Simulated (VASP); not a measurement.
Level of theory: PBE GGA with D3 dispersion (zero damping), VASP's PBE PAW potentials (set 64) (plane waves; VASP).

Input for VASP

### POSCAR
```
Mg
1
    1.6050000000    -2.7799420000     0.0000000000
    1.6050000000     2.7799420000     0.0000000000
    0.0000000000     0.0000000000     5.2100000000
Mg
2
Direct
  0.3333330000   0.6666670000   0.2500000000
  0.6666670000   0.3333330000   0.7500000000
```

**INCAR**
```
SYSTEM  =  Mg
PREC  =  Accurate; ENCUT  =  520; LREAL  =  F
LASPH  =  T
EDIFF  =  1E-6; NELM  =  100; ALGO  =  Normal
ISMEAR  =  1; SIGMA  =  0.1
GGA  =  PE; IVDW  =  11
IBRION  =  2; NSW  =  60; ISIF  =  3
EDIFFG  =  -0.01
LWAVE  =  F; LCHARG  =  F
```

### KPOINTS
```
K-points
0
gamma
12 12 7
0 0 0
```

POTCAR, in this order: Mg (PBE.64 set). Program: vasp_std.

Energy and stress use the plane-wave basis of the starting cell.

Task: Predict the energy per atom (σ→0), dispersion energy, volume per atom, band gap (on the k-mesh).

Result: 
```json
{
  "energy per atom (σ→0)": "-165.2 kJ/mol of atoms",
  "dispersion_energy": "-40.4 kJ/mol",
  "band gap (on the k-mesh)": "none (metal, semimetal or under 0.01 eV)",
  "volume_per_atom": "21.98 Å³/atom"
}
```

**OSZICAR**
```
...
DAV:   2    -0.300603678434E+01    0.50265E-06   -0.35993E-06  1014   0.146E-02
   5 F= -.34246553E+01 E0= -.34247463E+01  d E =-.214235E-03
       N       E                     dE             d eps       ncg     rms          rms(c)
DAV:   1    -0.300639207638E+01   -0.35479E-03   -0.73485E-04  1248   0.151E-01    0.110E-02
DAV:   2    -0.300639093633E+01    0.11400E-05   -0.36854E-06  1032   0.146E-02    0.694E-03
DAV:   3    -0.300638990336E+01    0.10330E-05   -0.10000E-06   720   0.520E-03    0.127E-04
DAV:   4    -0.300638990856E+01   -0.52001E-08   -0.25782E-08   528   0.132E-03
   6 F= -.34247493E+01 E0= -.34248676E+01  d E =-.308264E-03
```

The compound is Mg in the hcp structure. This run relaxes it. Symmetry was kept, so distortions that lower it aren't found.
